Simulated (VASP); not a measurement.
Here is the system:

```
BP
1.0
    2.69590     0.00000     0.00000
    0.00000     2.69590     0.00000
    0.00000     0.00000     2.69590
B P
1 1
Direct
  0.00000   0.00000   0.00000
  0.50000   0.50000   0.50000
```

Calculation: PBEsol GGA, VASP's PBE PAW potentials (set 64) (plane waves; VASP). Numerical set-up: 520 eV cut-off, Gaussian smearing of 0.050 eV, potentials B P.

### Question
Predict the band gap (along the path) with the smallest direct gap where there is one.

### Answer

```yaml
band gap (along the path): none (metal, semimetal or under 0.01 eV)
```

Total energies compare only between runs with the same potentials, cut-off and functional.

The structure was generated: BP was put into the CsCl type type (Pm-3m), which need not be its known phase. It was relaxed first, which changed the volume by +28 %. VASP warned that the highest band is occupied, so more bands are needed.
